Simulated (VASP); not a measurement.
Level of theory: MS2 meta-GGA, VASP's PBE PAW potentials (set 64) (plane waves; VASP).

The input files of a VASP run:

**KPOINTS**
```
Automatic mesh
0
G
  10 10 10
```

File POSCAR:
```
Sb
1
    3.7749281098    -2.1116797498    -0.0340675955
    3.7749281098     2.1116797498    -0.0340675955
    2.6249964997     0.0000000000     3.4379974087
Sb
2
Direct
  0.2372398545   0.2372398545   0.2372398545
  0.7627601455   0.7627601455   0.7627601455
```

INCAR:
```
ALGO  =  Normal
EDIFF  =  1E-7
EDIFFG  =  -0.01
ENCUT  =  520
IBRION  =  2
ISIF  =  4
ISMEAR  =  1
LASPH  =  .True.
LCHARG  =  .False.
LMAXMIX  =  4
LMIXTAU  =  .True.
LREAL  =  .False.
LWAVE  =  .False.
METAGGA  =  MS2
NELM  =  100
NSW  =  30
PREC  =  Accurate
SIGMA  =  0.1
SYSTEM  =  Sb
```

POTCAR, in this order: Sb (PBE.64 set). Program: vasp_std.

The resulting files:

### OSZICAR
```
       N       E                     dE             d eps       ncg     rms          rms(c)
DAV:   1     0.363233910516E+02    0.36323E+02   -0.34895E+03  2088   0.830E+02
DAV:   2    -0.451888754021E+01   -0.40842E+02   -0.39935E+02  2676   0.128E+02
DAV:   3    -0.601608080024E+01   -0.14972E+01   -0.14479E+01  2707   0.282E+01
DAV:   4    -0.603092006650E+01   -0.14839E-01   -0.14824E-01  2643   0.267E+00
DAV:   5    -0.603099506281E+01   -0.74996E-04   -0.74997E-04  2573   0.209E-01    0.643E+00
DAV:   6    -0.518234633971E+00    0.55128E+01   -0.47587E+00  2106   0.170E+01    0.311E+00
DAV:   7    -0.496622256294E+00    0.21612E-01   -0.39156E-02  2511   0.167E+00    0.127E+00
DAV:   8    -0.495392423954E+00    0.12298E-02   -0.35265E-02  2165   0.215E+00    0.346E-01
DAV:   9    -0.499321985515E+00   -0.39296E-02   -0.33395E-02  2110   0.188E+00    0.258E-01
DAV:  10    -0.498551872250E+00    0.77011E-03   -0.98405E-03  2107   0.107E+00    0.252E-02
DAV:  11    -0.498603920427E+00   -0.52048E-04   -0.29933E-04  2261   0.181E-01    0.133E-02
DAV:  12    -0.498537981330E+00    0.65939E-04   -0.22606E-04  2114   0.180E-01    0.206E-02
DAV:  13    -0.498581745301E+00   -0.43764E-04   -0.97422E-05  2106   0.116E-01    0.362E-03
DAV:  14    -0.498579978167E+00    0.17671E-05   -0.13910E-05  2223   0.477E-02    0.156E-03
DAV:  15    -0.498579013260E+00    0.96491E-06   -0.15810E-06  2186   0.147E-02    0.570E-04
DAV:  16    -0.498579363214E+00   -0.34995E-06   -0.31883E-07  2145   0.637E-03    0.279E-04
DAV:  17    -0.498579240317E+00    0.12290E-06   -0.80067E-08  1096   0.423E-03    0.910E-05
DAV:  18    -0.498579220855E+00    0.19462E-07   -0.67421E-09  1053   0.964E-04
   1 F= -.49857922E+00 E0= -.49852835E+00  d E =-.498579E+00
       N       E                     dE             d eps       ncg     rms          rms(c)
DAV:   1    -0.504896676771E+00   -0.63174E-02   -0.15802E-01  2291   0.244E+00    0.106E-01
DAV:   2    -0.505145556082E+00   -0.24888E-03   -0.42659E-03  2290   0.554E-01    0.501E-02
DAV:   3    -0.505086413298E+00    0.59143E-04   -0.11549E-04  2530   0.874E-02    0.160E-02
DAV:   4    -0.505096710284E+00   -0.10297E-04   -0.69637E-05  2146   0.885E-02    0.103E-02
DAV:   5    -0.505096593458E+00    0.11683E-06   -0.48541E-06  2158   0.229E-02    0.643E-03
DAV:   6    -0.505097636328E+00   -0.10429E-05   -0.12907E-06  2189   0.107E-02    0.201E-03
DAV:   7    -0.505097604643E+00    0.31685E-07   -0.31693E-07  2126   0.692E-03
   2 F= -.50509760E+00 E0= -.50502039E+00  d E =-.651838E-02
       N       E                     dE             d eps       ncg     rms          rms(c)
DAV:   1    -0.509327996180E+00   -0.42304E-02   -0.45079E-01  2286   0.409E+00    0.164E-01
DAV:   2    -0.510042057003E+00   -0.71406E-03   -0.12002E-02  2308   0.927E-01    0.863E-02
DAV:   3    -0.509887884031E+00    0.15417E-03   -0.33709E-04  2504   0.148E-01    0.245E-02
DAV:   4    -0.509917073780E+00   -0.29190E-04   -0.16854E-04  2149   0.139E-01    0.161E-02
DAV:   5    -0.509916464416E+00    0.60936E-06   -0.11471E-05  2184   0.347E-02    0.101E-02
DAV:   6    -0.509918460334E+00   -0.19959E-05   -0.33588E-06  2180   0.167E-02    0.273E-03
DAV:   7    -0.509917948046E+00    0.51229E-06   -0.82764E-07  2131   0.109E-02    0.530E-04
DAV:   8    -0.509917923443E+00    0.24603E-07   -0.69266E-08  1102   0.337E-03
   3 F= -.50991792E+00 E0= -.51001767E+00  d E =-.113387E-01
       N       E                     dE             d eps       ncg     rms          rms(c)
DAV:   1    -0.510060284051E+00   -0.14234E-03   -0.15802E-02  2296   0.766E-01    0.323E-02
DAV:   2    -0.510080611097E+00   -0.20327E-04   -0.42544E-04  2287   0.173E-01    0.169E-02
DAV:   3    -0.510073249920E+00    0.73612E-05   -0.11117E-05  2595   0.273E-02    0.473E-03
DAV:   4    -0.510074239122E+00   -0.98920E-06   -0.76016E-06  2129   0.302E-02    0.295E-03
DAV:   5    -0.510074305420E+00   -0.66298E-07   -0.31460E-07  2207   0.583E-03
   4 F= -.51007431E+00 E0= -.51011129E+00  d E =-.114951E-01
       N       E                     dE             d eps       ncg     rms          rms(c)
DAV:   1    -0.510090374884E+00   -0.16136E-04   -0.28255E-03  2294   0.324E-01    0.141E-02
DAV:   2    -0.510093101489E+00   -0.27266E-05   -0.76623E-05  2286   0.736E-02    0.728E-03
DAV:   3    -0.510091559637E+00    0.15419E-05   -0.19778E-06  2569   0.118E-02    0.215E-03
DAV:   4    -0.510091581700E+00   -0.22063E-07   -0.10138E-06  2138   0.113E-02    0.120E-03
DAV:   5    -0.510091620969E+00   -0.39270E-07   -0.91726E-08  1174   0.331E-03
   5 F= -.51009162E+00 E0= -.51009916E+00  d E =-.115124E-01
       N       E                     dE             d eps       ncg     rms          rms(c)
DAV:   1    -0.510386516144E+00   -0.29493E-03   -0.87036E-03  2243   0.539E-01    0.393E-02
DAV:   2    -0.510382471209E+00    0.40449E-05   -0.18745E-04  2228   0.110E-01    0.225E-02
DAV:   3    -0.510370376564E+00    0.12095E-04   -0.43334E-05  2629   0.453E-02    0.325E-03
DAV:   4    -0.510370457859E+00   -0.81295E-07   -0.41767E-06  2200   0.176E-02    0.280E-03
DAV:   5    -0.510370645414E+00   -0.18756E-06   -0.16619E-06  2187   0.120E-02    0.747E-04
DAV:   6    -0.510370020086E+00    0.62533E-06   -0.66890E-07  2111   0.751E-03    0.719E-04
DAV:   7    -0.510369970875E+00    0.49211E-07   -0.11426E-07  1082   0.308E-03
   6 F= -.51036997E+00 E0= -.51036741E+00  d E =-.278350E-03
       N       E                     dE             d eps       ncg     rms          rms(c)
DAV:   1    -0.510442239156E+00   -0.72219E-04   -0.47225E-03  2253   0.397E-01    0.289E-02
DAV:   2    -0.510440019642E+00    0.22195E-05   -0.10123E-04  2227   0.806E-02    0.165E-02
DAV:   3    -0.510433415712E+00    0.66039E-05   -0.23435E-05  2636   0.334E-02    0.236E-03
DAV:   4    -0.510433466495E+00   -0.50782E-07   -0.22523E-06  2189   0.131E-02    0.207E-03
DAV:   5    -0.510433597412E+00   -0.13092E-06   -0.93826E-07  2191   0.909E-03    0.556E-04
DAV:   6    -0.510433244265E+00    0.35315E-06   -0.36700E-07  2107   0.561E-03    0.528E-04
DAV:   7    -0.510433225466E+00    0.18799E-07   -0.57664E-08  1060   0.219E-03
   7 F= -.51043323E+00 E0= -.51041778E+00  d E =-.341604E-03
```

File OUTCAR:
```
------------------------ aborting loop because EDIFF is reached ----------------------------------------
  FORCE on cell =-STRESS in cart. coord.  units (eV):
  Direction    XX          YY          ZZ          XY          YZ          ZX
  --------------------------------------------------------------------------------------
  Total        1.1369408      1.1394317      1.1391588      0.0000000     -0.0000000     -0.0008253
  in kB       33.0060738     33.0783869     33.0704643      0.0000000     -0.0000000     -0.0239593
  external PRESSURE =      33.0516417 kB  Pullay stress =       0.0000000 kB
  volume of cell :       55.19
      direct lattice vectors                 reciprocal lattice vectors
     3.713838630 -2.132147796 -0.066748797     0.132859061 -0.234505319 -0.098621789
     3.713838630  2.132147796 -0.066748797     0.132859061  0.234505319 -0.098621789
     2.552760843 -0.000000000  3.438970373     0.005157464  0.000000000  0.286956304
 POSITION                                       TOTAL-FORCE (eV/Angst)
 -----------------------------------------------------------------------------------
      2.40423     -0.00000      0.79627         0.002318     -0.000000      0.000768
      7.57621     -0.00000      2.50920        -0.002318      0.000000     -0.000768
 -----------------------------------------------------------------------------------
    total drift:                                0.000000      0.000000      0.000000
  FREE ENERGIE OF THE ION-ELECTRON SYSTEM (eV)
  ---------------------------------------------------
  free  energy   TOTEN  =        -0.5104332255 eV

  energy  without entropy=       -0.5103868805  energy(sigma->0) =       -0.51041778

 reached required accuracy - stopping structural energy minimisation
```
(Selected blocks of OUTCAR.)

File CONTCAR:
```
Sb
   1.00000000000000
     3.7138386298592234   -2.1321477959336583   -0.0667487967171232
     3.7138386298592234    2.1321477959336583   -0.0667487967171233
     2.5527608430504061   -0.0000000000000000    3.4389703730265317
  Sb
     2
Direct
     0.2408943582587054    0.2408943582587054    0.2408943583282217
     0.7591056417412945    0.7591056417412945    0.7591056416717783
```

The compound is Sb in the a7 structure. This cell is one point of a volume scan, at 0.94 of the reference volume. Symmetry was kept, so distortions that lower it aren't found.
